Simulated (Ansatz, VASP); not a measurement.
## Rb3Hg: VASP beside Ansatz

The input INCAR:

```
ALGO = Normal ; EDIFF = 1E-6
ENCUT = 520 ; GGA = CA
ISIF = 2 ; ISMEAR = -1
LASPH = True ; LCHARG = False
LREAL = False ; LWAVE = False
NBANDS = 28 ; NELM = 80
PREC = Accurate ; SIGMA = 0.3
```

KPOINTS

```
k-points
0
Gamma
  4 4 4
```

The input POSCAR:

```
Rb3Hg
1.0
    0.0000000000      4.9931703391      4.9931703391
    4.9931703391      0.0000000000      4.9931703391
    4.9931703391      4.9931703391      0.0000000000
Rb Hg
3 1
Direct
    0.2500000000      0.2500000000      0.2500000000
    0.7500000000      0.7500000000      0.7500000000
    0.5000000000      0.5000000000      0.5000000000
    0.0000000000      0.0000000000      0.0000000000
```

Input for Ansatz:

```yaml
crystal:
  lattice:
    - [0.0, 4.993170339139241, 4.993170339139241]
    - [4.993170339139241, 0.0, 4.993170339139241]
    - [4.993170339139241, 4.993170339139241, 0.0]
  atoms:
    - { symbol: Rb, position: [0.25, 0.25, 0.25] }
    - { symbol: Rb, position: [0.75, 0.75, 0.75] }
    - { symbol: Rb, position: [0.5, 0.5, 0.5] }
    - { symbol: Hg, position: [0.0, 0.0, 0.0] }
basis:
  ecutwfc: 500.0
kpoints:
  mp_grid:
    grid: [4, 4, 4]
hamiltonian:
  xc: lda
scf:
  occupations:
    method: fermi_dirac
    width: 0.3
output:
  stress: true
```

The cell comes from a database or a generator and needn't be the stable form of this composition.

Alike in both runs: task single point; functional LDA; k mesh 4 × 4 × 4; occupations fermi-dirac, width 0.3 eV; no spin polarisation.

```csv
,VASP,Ansatz
version,VASP 6.6.1,Ansatz 0.2.0
potentials or method,"VASP PAW LDA potentials, release 64 (Rb_sv, Hg)","plane waves, PAW"
plane-wave cutoff (eV),520,500
valence electrons in the cell,39,47
```

|  | VASP | Ansatz | Ansatz less VASP |
| --- | --- | --- | --- |
| pressure (GPa) | -0.8 | -0.8 | +0.01 |

The two sets of potentials don't hold the same shells in valence.

Spin-orbit coupling is left out, which matters for the levels of Hg.
